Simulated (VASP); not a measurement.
The input files of a VASP run:

### INCAR
```
ALGO  =  Normal
EDIFF  =  1E-7
ENCUT  =  520
GGA  =  91
ISIF  =  2
ISMEAR  =  -5
LASPH  =  .True.
LCHARG  =  .True.
LMAXMIX  =  4
LORBIT  =  11
LREAL  =  .False.
LWAVE  =  .False.
NEDOS  =  601
NELM  =  100
PREC  =  Accurate
SYSTEM  =  BaS
```

KPOINTS:
```
kpoints
0
gamma
  8 8 8
0 0 0
```

POSCAR:
```
BaS
1.0
  0.0000000000   3.2249774642   3.2249774642
  3.2249774642   0.0000000000   3.2249774642
  3.2249774642   3.2249774642   0.0000000000
Ba S
1 1
Cartesian
  0.0000000000   0.0000000000   0.0000000000
  3.2249774642   3.2249774642   3.2249774642
```

POTCAR, in this order: Ba_sv S (PBE.64 set). Program: vasp_std.

Problem. Write an equivalent input for Quantum ESPRESSO's pw.x.

Solution. One equivalent input (not run):
```
&CONTROL
  calculation = 'scf'
  pseudo_dir = './pseudo'
  outdir = './out'
  tprnfor = .true.
  tstress = .true.
/
&SYSTEM
  ibrav = 0
  nat = 2
  ntyp = 2
  ecutwfc = 56.6
  occupations = 'tetrahedra'
  input_dft = 'pw91'
/
&ELECTRONS
  conv_thr = 7.3e-09
  electron_maxstep = 100
/
ATOMIC_SPECIES
  Ba 137.327 Ba.upf
  S 32.060 S.upf
CELL_PARAMETERS angstrom
     0.0000000    3.2249775    3.2249775
     3.2249775    0.0000000    3.2249775
     3.2249775    3.2249775    0.0000000
ATOMIC_POSITIONS crystal
  Ba   0.0000000  0.0000000  0.0000000
  S    0.5000000  0.5000000  0.5000000
K_POINTS automatic
  8 8 8 0 0 0
```
The two are equivalent in intent, not identical: the potentials are each code's own (VASP's PAW set, PseudoDojo norm-conserving files in pw.x), so ENCUT and ecutwfc are chosen apart and not converted; conv_thr bounds pw.x's estimated SCF error, while EDIFF bounds the energy change between steps.

The compound is BaS in the rock salt structure. It was relaxed first.
